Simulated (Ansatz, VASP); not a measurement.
**NbTe4Mo: VASP beside Ansatz**

```xyz
6
Lattice="3.6184 0.0000 0.0000 -1.8092 3.1337 0.0000 0.0000 0.0000 17.5825" Properties=species:S:1:pos:R:3 pbc="T T T"
Nb    0.0000    0.0000    0.0000
Te    0.0000    2.0891    7.0064
Te    0.0000    2.0891   15.7068
Te    0.0000    2.0891    1.8757
Te    0.0000    2.0891   10.5761
Mo    0.0000    0.0000    8.7912
```

Alike in both runs: functional PBE; k mesh 6 × 6 × 1; occupations gaussian, width 0.1 eV; no spin polarisation.

Ansatz relaxed the structure, and its values are those at the end. VASP's run is a single point on that final structure, the one shown.

```csv
,VASP,Ansatz
version,VASP 6.6.1,Ansatz 0.2.0
potentials or method,"VASP PAW PBE potentials, release 64 (Nb_sv, Te, Mo_sv)","scalar-relativistic, plane waves, PAW"
plane-wave cutoff (eV),520,420
valence electrons in the cell,51,91
```

Ansatz gave:

| Property | Result |
| --- | --- |
| gap on the k mesh at the Fermi level (eV) | none |
| pressure (GPa) | 0.0 |
| rms of the force components (eV/Å) | 0.007 |

Problem. What did VASP give for the same quantities?

Solution. gap on the k mesh at the Fermi level (eV): none; pressure (GPa): -0.1; rms of the force components (eV/Å): 0.012.

A gap of «none» marks a metal or a gap that the smearing closes. With one functional, cell and mesh, what is left measures potentials, basis and numerics. The two sets of potentials don't hold the same shells in valence.

Caveats: this functional lacks dispersion, which binds the layers, so the pressure and a relaxed spacing across them are unreliable. The runs have no spin-orbit coupling, so splittings on Te are missing.
